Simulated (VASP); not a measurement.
# AlC6 (P6/mmm) in VASP: relaxation of cell and atoms with PBE+D3(BJ)

Aim: the relaxation of cell and atoms of AlC6 with PBE+D3(BJ).

Everything below comes from runs of VASP 6.6.1. Logs are shortened: lines on timing, memory, paths and dates and some standing lists are left out, and cuts for length are marked.

## 1. The structure

Symmetry: P6/mmm, No. 191, hexagonal system. Conventional cell: a = 4.254 Å, b = 4.254 Å, c = 3.016 Å, α = 90.00°, β = 90.00°, γ = 120.00°. Al (site symmetry 6/mmm) is surrounded by 12 C at 2.07 Å. Around C (site symmetry m2m) lie 3 C at 1.42 Å.

The cell was built by a generator and needn't be a form met in nature.

## 2. Relaxation of cell and atoms, PBE+D3(BJ)

Contents of INCAR:

```
PREC = Accurate
ENCUT = 600
EDIFF = 1E-6
ISMEAR = 0
SIGMA = 0.1
LREAL = False
LASPH = True
NELM = 100
ALGO = Normal
ISIF = 3
LWAVE = False
LCHARG = False
GGA = PE
IVDW = 12
IBRION = 2
NSW = 90
EDIFFG = -0.04
```

Contents of KPOINTS:

```
Automatic mesh
0
Gamma
  6 6 6
```

Contents of POSCAR:

```
AlC6
1.0
    4.2539479900      0.0000000000      0.0000000000
   -2.1269739900      3.6840270200      0.0000000000
    0.0000000000      0.0000000000      3.0161068800
Al C
1 6
Direct
    0.0000000000      0.0000000000      0.5000000000
    0.6666666700      0.0000000000      0.0000000000
    0.3333333300      0.3333333300      0.0000000000
    0.0000000000      0.6666666700      0.0000000000
    0.3333333300      0.0000000000      0.0000000000
    0.0000000000      0.3333333300      0.0000000000
    0.6666666700      0.6666666700      0.0000000000
```

Potentials or basis: VASP PAW PBE potentials, release 64 (Al, C).

On the command line:

```console
$ cat potpaw_PBE.64/Al/POTCAR potpaw_PBE.64/C/POTCAR > POTCAR
$ mpirun -np 1 vasp_std > vasp.out
```

OUTCAR:

```text
PREC = Accurate
   ENCUT = 600
   EDIFF = 1E-6
   ISMEAR = 0
   LREAL = False
   LASPH = True
   NELM = 100
   ISIF = 3
   GGA = PE
   IVDW = 12
   IBRION = 2
   NSW = 90
   EDIFFG = -0.04
 IVDW          = 12

 ion  position               nearest neighbor table
   1  0.000  0.000  0.500-   4 2.07   6 2.07   4 2.07   6 2.07   3 2.07   3 2.07   7 2.07   7 2.07
                             5 2.07   5 2.07   2 2.07   2 2.07
   2  0.667  0.000  0.000-   7 1.42   6 1.42   5 1.42   1 2.07   1 2.07
   3  0.333  0.333  0.000-   5 1.42   6 1.42   7 1.42   1 2.07   1 2.07
   4  0.000  0.667  0.000-   5 1.42   7 1.42   6 1.42   1 2.07   1 2.07
   5  0.333  0.000  0.000-   3 1.42   4 1.42   2 1.42   1 2.07   1 2.07
   6  0.000  0.333  0.000-   2 1.42   3 1.42   4 1.42   1 2.07   1 2.07
   7  0.667  0.667  0.000-   2 1.42   4 1.42   3 1.42   1 2.07   1 2.07

  LATTYP: Found a hexagonal cell.
 ALAT       =     4.2539479900
 C/A-ratio  =     0.7090135768

  Lattice vectors:

 A1 = (   4.2539479900,   0.0000000000,   0.0000000000)
 A2 = (  -2.1269739900,   3.6840270200,   0.0000000000)
 A3 = (   0.0000000000,   0.0000000000,   3.0161068800)

Analysis of symmetry for initial positions (statically):
=====================================================================
 Subroutine PRICEL returns:
 Original cell was already a primitive cell.

 Routine SETGRP: Setting up the symmetry group for a
 hexagonal supercell.

 Subroutine GETGRP returns: Found 24 space group operations
 (whereof 24 operations were pure point group operations)
 out of a pool of 24 trial point group operations.

The static configuration has the point symmetry D_6h.

Analysis of symmetry for dynamics (positions and initial velocities):
=====================================================================
 Subroutine PRICEL returns:
 Original cell was already a primitive cell.

 Routine SETGRP: Setting up the symmetry group for a
 hexagonal supercell.

 Subroutine GETGRP returns: Found 24 space group operations
 (whereof 24 operations were pure point group operations)
 out of a pool of 24 trial point group operations.

The dynamic configuration has the point symmetry D_6h.

 Subroutine INISYM returns: Found 24 space group operations
 (whereof 24 operations are pure point group operations),
 and found     1 'primitive' translations

----------------------------------------------------------------------------------------

                                     Primitive cell

  volume of cell :      47.2674

  direct lattice vectors                    reciprocal lattice vectors
     4.253947990  0.000000000  0.000000000     0.235075747  0.135721046  0.000000000
    -2.126973990  3.684027020  0.000000000     0.000000000  0.271442092  0.000000000
     0.000000000  0.000000000  3.016106880     0.000000000  0.000000000  0.331553237

  length of vectors
     4.253947990  4.253947983  3.016106880     0.271442091  0.271442092  0.331553237

  position of ions in fractional coordinates (direct lattice)
     0.000000000  0.000000000  0.500000000
     0.666666670  0.000000000  0.000000000
     0.333333330  0.333333330  0.000000000
     0.000000000  0.666666670  0.000000000
     0.333333330  0.000000000  0.000000000
     0.000000000  0.333333330  0.000000000
     0.666666670  0.666666670  0.000000000

  ion indices of the primitive-cell ions
   primitive index   ion index
                 1           1
                 2           2
                 3           3
                 4           4
                 5           5
                 6           6
                 7           7

----------------------------------------------------------------------------------------

 KPOINTS: Automatic mesh

Automatic generation of k-mesh.
 Grid dimensions read from file:
 generate k-points for:    6    6    6

 Generating k-lattice:

  Cartesian coordinates                     Fractional coordinates (reciprocal lattice)
     0.039179291  0.022620174  0.000000000     0.166666667  0.000000000  0.000000000
     0.000000000  0.045240349  0.000000000     0.000000000  0.166666667  0.000000000
     0.000000000  0.000000000  0.055258873     0.000000000  0.000000000  0.166666667

  Length of vectors
     0.045240349  0.045240349  0.055258873

  Shift w.r.t. Gamma in fractional coordinates (k-lattice)
     0.000000000  0.000000000  0.000000000

 Subroutine IBZKPT returns following result:
 ===========================================

 Found     28 irreducible k-points:

 Following reciprocal coordinates:
            Coordinates               Weight
  0.000000  0.000000  0.000000      1.000000
  0.166667  0.000000  0.000000      6.000000
  0.333333  0.000000  0.000000      6.000000
  0.500000  0.000000  0.000000      3.000000
  0.166667  0.166667  0.000000      6.000000
  0.333333  0.166667  0.000000     12.000000
[... 16 lines left out ...]
  0.166667  0.000000  0.500000      6.000000
  0.333333  0.000000  0.500000      6.000000
 [... further k-points ...]
   k-points           NKPTS =     28   k-points in BZ     NKDIM =     28   number of bands    NBANDS=     17
   number of dos      NEDOS =    301   number of ions     NIONS =      7
   total plane-waves  NPLWV =  31104
   dimension x,y,z NGX =    36 NGY =   36 NGZ =   24
   dimension x,y,z NGXF=    72 NGYF=   72 NGZF=   48
   ions per type =               1   6
   NGX,Y,Z   is equivalent  to a cutoff of  14.07, 14.07, 13.23 a.u.
   NGXF,Y,Z  is equivalent  to a cutoff of  28.14, 28.14, 26.46 a.u.
 SYSTEM =  unknown system
   PREC   = accura    normal or accurate (medium, high low for compatibility)
   ISTART =      0    job   : 0-new  1-cont  2-samecut
   ICHARG =      2    charge: 1-file 2-atom 10-const
   ISPIN  =      1    spin polarized calculation?
   LNONCOLLINEAR =      F non collinear calculations
   LSORBIT =      F    spin-orbit coupling
   LASPH  =      T    aspherical Exc in radial PAW
   ENCUT  =  600.0 eV  44.10 Ry    6.64 a.u.   8.50  8.50  6.02*2*pi/ulx,y,z
   NELM   =    100;   NELMIN=  2; NELMDL= -5     # of ELM steps
   EDIFF  = 0.1E-05   stopping-criterion for ELM
   LREAL  =      F    real-space projection
   EDIFFG = -.4E-01   stopping-criterion for IOM
   NSW    =     90    number of steps for IOM
   IBRION =      2    ionic relax: 0-MD 1-quasi-New 2-CG
   NFREE  =      1    steps in history (QN), initial steepest desc. (CG)
   ISIF   =      3    stress and relaxation
   ISYM   =      2    0-nonsym 1-usesym 2-fastsym
   POTIM  = 0.5000    time-step for ionic-motion
   TEBEG  =    0.0;   TEEND  =   0.0 temperature during run
   PSTRESS=    0.0 pullay stress
   NELECT =      27.0000    total number of electrons
   NUPDOWN=      -1.0000    fix difference up-down
   EMIN   =  10.00;   EMAX   =-10.00  energy-range for DOS
   EFERMI =   0.00;   METHOD = LEGACY
   ISMEAR =     0;   SIGMA  =   0.10  broadening in eV -4-tet -1-fermi 0-gaus
   EFERMI_NEDOS =   21; number of points for ismear=-14 and -15
   IALGO  =     38    algorithm
   IMIX   =      4    mixing-type and parameters
     AMIX     =   0.40;   BMIX     =  1.00
     AMIX_MAG =   1.60;   BMIX_MAG =  1.00
  volume/ion in A,a.u.               =       6.75        45.57
  Fermi-wavevector in a.u.,A,eV,Ry     =   1.358341  2.566893 25.103982  1.845091
  Thomas-Fermi vector in A             =   2.485183
   LORBIT       =      0    0 simple, 1 ext, 2 COOP (PROOUT), +10 PAW based schemes
   GGA     = PE    functional components
   LHFCALC =     F    Hartree Fock is set to
   AEXX    =    0.0000 exact exchange contribution
   IVDW    =    12    specifies the selected vdW correction
   LEPSILON=     F    determine dielectric tensor
   LRPA    =     F    only Hartree local field effects (RPA)
 conjugate gradient relaxation of ions
 non-spin polarized calculation
 Gauss-broadening in eV      SIGMA  =   0.10
  energy-cutoff  :      600.00
  volume of cell :       47.27
 maximum number of plane-waves:      1620
 NGX is ok and might be reduce to    36
   NGX = 17   NGY = 17   NGZ = 13

--------------------------------------- Ionic step        1  -------------------------------------------

 number of electron      26.9999999 magnetization

 Free energy of the ion-electron system (eV)
  ---------------------------------------------------
  ext. energy  EPLUGINS =         0.00000000
  ---------------------------------------------------
  free energy    TOTEN  =       -53.14739193 eV

  energy without entropy =      -53.13930968  energy(sigma->0) =      -53.14335080

------------------------ aborting loop because EDIFF is reached ----------------------------------------

 Edisp (eV)   -1.54481

 E8    (eV) :    -0.5127

  FORCE on cell =-STRESS in cart. coord.  units (eV):
  Direction    XX          YY          ZZ          XY          YZ          ZX
  --------------------------------------------------------------------------------------
  -------------------------------------------------------------------------------------
  Total      14.79892    14.79892    11.88250     0.00000     0.00000     0.00000
  in kB     501.62453   501.62453   402.76960     0.00000     0.00000     0.00000
  external pressure =      468.67 kB  Pullay stress =        0.00 kB
[... 1078 lines left out ...]
      3      -9.2227      2.00000
      4      -8.0926      2.00000
      5      -4.8408      2.00000
      6      -3.2281      2.00000
[... 9 lines left out ...]
     16       9.1646      0.00000
     17       9.4920      0.00000

 [... further k-points ...]

[... ionic steps 4 to 16 ...]

--------------------------------------- Ionic step       17  -------------------------------------------

 number of electron      27.0000002 magnetization

------------------------ aborting loop because EDIFF is reached ----------------------------------------

 Edisp (eV)   -1.01585

 E8    (eV) :    -0.3385
[... 79 lines left out ...]
  energy  without entropy=      -56.7993094316  energy(sigma->0) =      -56.80104113

--------------------------------------- Ionic step       19  -------------------------------------------

 number of electron      27.0000001 magnetization

 Free energy of the ion-electron system (eV)
  ---------------------------------------------------
  ext. energy  EPLUGINS =         0.00000000
  ---------------------------------------------------
  free energy    TOTEN  =       -55.78331619 eV

  energy without entropy =      -55.77976853  energy(sigma->0) =      -55.78154236

 E-fermi :   6.2968     XC(G=0): -10.1446

 val. band max:        6.1930563151   @ k =   0.5000   0.0000   0.0000
 cond. band min:       6.3787450877   @ k =   0.1667   0.0000   0.1667
 fundamental gap:      0.1856887726
 Fermi energy:         6.2967953106

 k-point     1 :       0.0000    0.0000    0.0000
  band No.  band energies     occupation
      1     -14.4229      2.00000
      2      -7.5697      2.00000
      3      -7.5697      2.00000
      4      -7.4385      2.00000
      5      -7.4385      2.00000
      6      -5.5842      2.00000
[... 509 lines left out ...]
  FREE ENERGIE OF THE ION-ELECTRON SYSTEM (eV)
  ---------------------------------------------------
  free  energy   TOTEN  =       -56.8031484379 eV

  energy  without entropy=      -56.7996007738  energy(sigma->0) =      -56.80137461

 reached required accuracy - stopping structural energy minimisation
```

It took 1.8 min on 1 thread of Intel Xeon 6975P-C (Granite Rapids), shared host; peak memory 0.2 GiB.

Results:

| Property | Result |
| --- | --- |
| Free energy | -56.8031 eV |
| Relaxed volume | 10.25 Å³/atom |
| Relaxed cell | a = 4.306 Å, b = 4.306 Å, c = 4.469 Å, α = 90.00°, β = 90.00°, γ = 120.00° |
| Space group after relaxing (to 0.05 Å) | P6/mmm (No. 191) |
| Energy gained by relaxing | 301.6 meV/atom |
| Ionic steps | 19 |
| Pressure after relaxing | 0.1 GPa |
| Largest force after relaxing | 0.018 eV/Å |
| Band gap on the k mesh | none (metal or under the smearing width) |
| Dispersion energy per atom | -0.146 eV |

Forces in eV/Å, atoms in the order of the input:
```
Al   0.000  0.000  0.000
C   -0.018  0.000  0.000
C    0.009  0.016  0.000
C    0.009 -0.016  0.000
C    0.018  0.000  0.000
C   -0.009  0.016  0.000
C   -0.009 -0.016  0.000
```

Stress tensor (GPa, compression positive):
```
-0.01  0.00  0.00
 0.00 -0.01  0.00
 0.00  0.00  0.42
```

The path:
```tsv
step	energy change (eV)	largest force (eV/Å)	pressure (GPa)	volume (Å³)
1	0.0000	2.0271	46.87	47.27
2	1.6090	5.8096	-23.12	62.10
3	-0.7312	1.9844	10.13	51.83
4	-0.3905	2.1148	-21.54	59.64
5	-0.9312	0.0194	-4.45	54.49
6	-1.2589	1.0545	4.21	55.33
7	-1.3401	1.8716	10.86	55.81
8	-1.5314	1.1143	11.86	56.74
9	-1.7472	1.4046	16.06	59.41
10	-1.8549	1.3289	12.18	61.48
11	-1.9596	1.2254	7.21	64.74
12	-2.0530	1.2079	-0.94	71.39
13	-2.0343	1.1686	-3.23	74.72
14	-2.0517	1.2157	-2.75	73.05
15	-2.0553	1.2130	-1.81	72.15
16	-2.1078	0.1223	-1.37	72.13
17	-2.1079	0.0518	-1.41	72.13
18	-2.1106	0.0296	-0.39	71.90
19	-2.1110	0.0181	0.14	71.78
```

Final structure:
```
CELL_PARAMETERS angstrom
4.30640 0.00000 0.00000
-2.15320 3.72945 0.00000
0.00000 0.00000 4.46922
ATOMIC_POSITIONS crystal
Al 0.00000 0.00000 0.50000
C 0.66491 0.00000 0.00000
C 0.33509 0.33509 0.00000
C 0.00000 0.66491 0.00000
C 0.33509 0.00000 0.00000
C 0.00000 0.33509 0.00000
C 0.66491 0.66491 0.00000
```

Levels at points of the mesh, in eV from the Fermi level:
```tsv
k point	band 10	band 11	band 12	band 13	band 14	band 15	band 16	band 17
(0.00, 0.00, 0.00)	-4.20	-4.20	-1.77	-1.77	-1.30	-1.30	3.51	3.51
(0.50, 0.00, 0.00)	-7.29	-6.71	-3.90	-2.98	-0.30	-0.10	2.59	4.86
(0.00, 0.00, 0.50)	-4.20	-2.54	-2.54	-1.74	-1.74	-1.17	4.46	6.83
(0.50, 0.00, 0.50)	-7.42	-7.41	-4.52	-1.39	1.17	2.50	4.01	4.08
```

Caveat: the volume moved by over 15 % at a fixed basis, so the end points are rough; pairwise dispersion overbinds metals, which lowers pressure and volume.
